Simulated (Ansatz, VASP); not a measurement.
# MgTiF6 (MgTiF6 (R-3)): VASP beside Ansatz, part 2 of 2

Wanted: the spread between two codes on one cell, functional and k mesh. The two relaxations start from unlike cells of this crystal (the structure described is Ansatz's start), so only their ends are compared.

VASP 6.6.1 and Ansatz 0.2.0.

So far: The starting structure; Ansatz: relaxation of cell and atoms, PBEsol; VASP: relaxation of cell and atoms, PBEsol.

**3. VASP: relaxation of cell and atoms, PBEsol (continued)**

Level of this step: PBEsol, no spin polarisation; plane waves and PAW (Mg, Ti_sv, F) (VASP).

Numbers of over 12 decimals in the logs are rounded to 6 here.

Parts of OUTCAR (step 3):

```text
ion  position               nearest neighbor table
   1  0.500  0.500  0.500-   8 1.98   3 1.98   4 1.98   5 1.98   7 1.98   6 1.98
   2  0.000  0.000  0.000-   4 1.87   8 1.87   3 1.87   6 1.87   5 1.87   7 1.87
   3  0.758  0.195  0.291-   2 1.87   1 1.98
   4  0.291  0.758  0.195-   2 1.87   1 1.98
   5  0.805  0.709  0.242-   2 1.87   1 1.98
   6  0.709  0.242  0.805-   2 1.87   1 1.98
   7  0.242  0.805  0.709-   2 1.87   1 1.98
   8  0.195  0.291  0.758-   2 1.87   1 1.98

  LATTYP: Found a trigonal (rhomboedric) cell.
 ALAT       =     5.4170654235
 COS(alpha) =     0.5084649484

 Subroutine GETGRP returns: Found  6 space group operations
 (whereof  6 operations were pure point group operations)

The static configuration has the point symmetry S_6 .

 Found     60 irreducible k-points:

   k-points           NKPTS =     60   k-points in BZ     NKDIM =     60   number of bands    NBANDS=     36

   dimension x,y,z NGX =    48 NGY =   48 NGZ =   48
   dimension x,y,z NGXF=    96 NGYF=   96 NGZF=   96

   ENCUT  =  600.0 eV  44.10 Ry    6.64 a.u.  10.82 10.82 10.82*2*pi/ulx,y,z

   NELECT =      56.0000    total number of electrons

 k-points in reciprocal lattice and weights: Automatic mesh
   0.00000000  0.00000000  0.00000000       0.003
   0.14285714  0.00000000  0.00000000       0.017
   0.28571429  0.00000000  0.00000000       0.017
   0.42857143  0.00000000  0.00000000       0.017
   0.14285714  0.14285714  0.00000000       0.017
   0.28571429  0.14285714  0.00000000       0.017
  -0.28571429 -0.00000000 -0.14285714       0.017
   0.42857143  0.14285714  0.00000000       0.017
  -0.42857143 -0.00000000 -0.14285714       0.017
[...]
0.42857143  0.42857143  0.42857143       0.006
  -0.42857143  0.42857143  0.42857143       0.017

 average (electrostatic) potential at core
       1 -39.0898       2 -82.2566       3 -79.0025       4 -79.0025       5 -79.0025
       6 -79.0025       7 -79.0025       8 -79.0025

 E-fermi :  -0.4722

 k-point     1 :       0.0000    0.0000    0.0000
  band No.  band energies     occupation
    ...
     24      -3.3795      2.00000
     25      -3.3683      2.00000
     26      -2.9063      2.00000
     27      -2.8267      2.00000
     28      -2.8267      2.00000
     29       1.8824      0.00000
     30       1.8824      0.00000
     31       1.8827      0.00000
     32       4.7233      0.00000
     33       4.7233      0.00000
    ...

 k-point     2 :       0.1429    0.0000    0.0000
  band No.  band energies     occupation
    ...
     24      -3.4035      2.00000
     25      -3.3812      2.00000
     26      -2.9352      2.00000
     27      -2.8721      2.00000
     28      -2.8568      2.00000
     29       1.8958      0.00000
     30       1.9018      0.00000
     31       1.9116      0.00000
     32       4.6925      0.00000
     33       4.6987      0.00000
    ...

 k-point     3 :       0.2857    0.0000    0.0000
  band No.  band energies     occupation
    ...
     24      -3.3750      2.00000
     25      -3.3585      2.00000
     26      -3.0401      2.00000
     27      -2.9914      2.00000
     28      -2.9388      2.00000
     29       1.9208      0.00000
     30       1.9422      0.00000
     31       1.9751      0.00000
     32       4.6243      0.00000
     33       4.6469      0.00000
    ...

  Total        0.0067844      0.0067844      0.0182271      0.0000002     -0.0000000     -0.0000000
  in kB        0.0980713      0.0980713      0.2634781      0.0000027     -0.0000000     -0.0000000
  external PRESSURE =       0.1532069 kB  Pullay stress =       0.0000000 kB

  energy-cutoff  :      600.00
  volume of cell :      110.84
      direct lattice vectors                 reciprocal lattice vectors
     2.684320291  1.549791545  4.440415726     0.186266972  0.107541207  0.075068046
    -2.684319145  1.549793530  4.440415726    -0.186266893  0.107541345  0.075068046
    -0.000001146 -3.099585075  4.440415726    -0.000000080 -0.215082552  0.075068046

 POSITION                                       TOTAL-FORCE (eV/Angst)
 -----------------------------------------------------------------------------------
      0.00000      0.00000      6.66062         0.000000      0.000000     -0.000000
     -0.00000     -3.09959      4.44042         0.000000      0.000000     -0.000000
      1.51074      0.57360      5.51939        -0.001000     -0.000889     -0.001413
     -1.25213      1.02154      5.51939         0.001270     -0.000421     -0.001413
      0.25862      1.59514      7.80185         0.000270     -0.001310      0.001413
      1.25213     -1.02154      7.80185        -0.001270      0.000421      0.001413
     -1.51074     -0.57360      7.80185         0.001000      0.000889      0.001413
     -0.25862     -1.59514      5.51939        -0.000270      0.001310     -0.001413
 -----------------------------------------------------------------------------------
    total drift:                               -0.000000     -0.000000      0.005471

  FREE ENERGIE OF THE ION-ELECTRON SYSTEM (eV)
  ---------------------------------------------------
  free  energy   TOTEN  =       -49.7400907794 eV

  energy  without entropy=      -49.7400907794  energy(sigma->0) =      -49.74009078

 reached required accuracy - stopping structural energy minimisation

 total charge
# of ion       s       p       d       tot
------------------------------------------
    1        0.118   0.152   0.076   0.346
    2        2.225   6.330   1.671  10.225
    3        1.731   4.379   0.000   6.110
    4        1.731   4.379   0.000   6.110
    5        1.731   4.379   0.000   6.110
    6        1.731   4.379   0.000   6.110
    7        1.731   4.379   0.000   6.110
    8        1.731   4.379   0.000   6.110
--------------------------------------------------
tot         12.731  32.756   1.747  47.233

[... 3 further parts left out ...]
```

This run has no spin polarisation, so a moment on Ti, if there is one, isn't seen.

**4. Differences**

Known differences besides the potentials themselves: fixed occupations in Ansatz, narrow Gaussian smearing in VASP; the data sets hold 64 valence electrons in Ansatz (on its default PAW (the set named soft_2) files) and 56 in VASP; the cutoff is 420 eV in Ansatz and 600 eV in VASP; Ansatz makes its cores anew for this functional, VASP keeps those of its PBE data sets; Ansatz adds a Pulay correction to the stress that steers its cell, VASP none. Total energies have different zeros and are not compared.

Both answers:

| quantity | Ansatz | VASP | difference |
| --- | --- | --- | --- |
| volume (Å³) | 113.68 | 110.84 | +2.57 % |
| edge a after relaxation, in the typed setting (Å) | 5.444 | 5.415 | +0.53 % |

**5. What the set-up changes**

Further runs change the set-up of one program: Ansatz's method, potentials or start, or VASP's data sets, cutoff or form of LDA. The table gives Ansatz less VASP for each quantity, since a change that brings one quantity closer may part another.

| run | volume (%) | edge a after relaxation, in the typed setting (%) |
| --- | --- | --- |
| as above | 2.6 | 0.53 |
| VASP with the data sets Mg_sv, Ti_sv and F and a cutoff of 650 eV | 4.1 | 0.69 |

**6. Summary of results**

```
difference in volume (relaxation of cell and atoms, PBEsol) : 2.6 %
```

In words: The difference in volume is 2.6 % (relaxation of cell and atoms, PBEsol), beyond the 1.2 % picked in this series as the mark of a large difference, as far as the stopping tolerances let one tell. The data sets hold unlike numbers of valence electrons (64 in Ansatz and 56 in VASP), so part of the differences comes from the potentials. Relaxation of cell and atoms, PBEsol, VASP with the data sets Mg_sv, Ti_sv and F and a cutoff of 650 eV: the difference in volume goes from 2.6 to 4.1 %; the difference in edge a after relaxation, in the typed setting goes from 0.53 to 0.69 %. Such differences can come from data sets, numerical settings and the points named under the comparisons, not from the functional's error against experiment.

[Lines on the potential files, build, host, timing and source positions are cut from VASP's logs without a mark.]

[Logs are printed without paths, hosts, clocks, repeated set-up lines and the standing remarks that a program may print on its own settings, such as how far it seeks lower states.]

[Hosts, paths, dates, database ids (printed as entryN), source tags and the programs' standing remarks are cut or masked in the printed files.]
